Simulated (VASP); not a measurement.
Input of a VASP 6.6.1 run:

INCAR

```
PREC = Accurate
ENCUT = 520
EDIFF = 1E-6
ISMEAR = -1
SIGMA = 0.05
LREAL = F
LASPH = T
NELM = 100
ALGO = Fast
ISIF = 2
LWAVE = F
LCHARG = F
LMAXMIX = 4
GGA = PS
```

File KPOINTS:

```
Automatic mesh
0
Gamma
  7 7 7
```

The input POSCAR:

```
MoI
1.0
    0.0000000000      3.1788513800      3.1788513800
    3.1788513800      0.0000000000      3.1788513800
    3.1788513800      3.1788513800      0.0000000000
Mo I
1 1
Direct
    0.0000000000      0.0000000000      0.0000000000
    0.7500000000      0.7500000000      0.7500000000
```

File KPOINTS_OPT:

```
path GXWKGLUWLK,UX
20
line-mode
reciprocal
 0.0000000000  0.0000000000  0.0000000000  G
 0.5000000000  0.0000000000  0.5000000000  X

 0.5000000000  0.0000000000  0.5000000000  X
 0.5000000000  0.2500000000  0.7500000000  W

 0.5000000000  0.2500000000  0.7500000000  W
 0.3750000000  0.3750000000  0.7500000000  K

 0.3750000000  0.3750000000  0.7500000000  K
 0.0000000000  0.0000000000  0.0000000000  G

 0.0000000000  0.0000000000  0.0000000000  G
 0.5000000000  0.5000000000  0.5000000000  L

 0.5000000000  0.5000000000  0.5000000000  L
 0.6250000000  0.2500000000  0.6250000000  U

 0.6250000000  0.2500000000  0.6250000000  U
 0.5000000000  0.2500000000  0.7500000000  W

 0.5000000000  0.2500000000  0.7500000000  W
 0.5000000000  0.5000000000  0.5000000000  L

 0.5000000000  0.5000000000  0.5000000000  L
 0.3750000000  0.3750000000  0.7500000000  K

 0.6250000000  0.2500000000  0.6250000000  U
 0.5000000000  0.0000000000  0.5000000000  X
```

Potentials or basis: VASP PAW PBE potentials, release 64 (Mo_sv, I).

The run is started by

```bash
$ cat potpaw_PBE.64/Mo_sv/POTCAR potpaw_PBE.64/I/POTCAR > POTCAR
$ mpirun -np 1 vasp_std > vasp.out
```

(1) What does it give for the pressure?

(2) Estimate the band gap along the path.

Results:

(1) -10.2 GPa.

(2) none (metal or under the smearing width).

Caveat: the PAW data sets were made with another functional, which shifts forces and pressure a little; spin-orbit coupling is left out, which moves the levels of the heavy elements; an odd number of electrons without spin polarisation forces a metal; a magnetic or distorted state may lie lower.
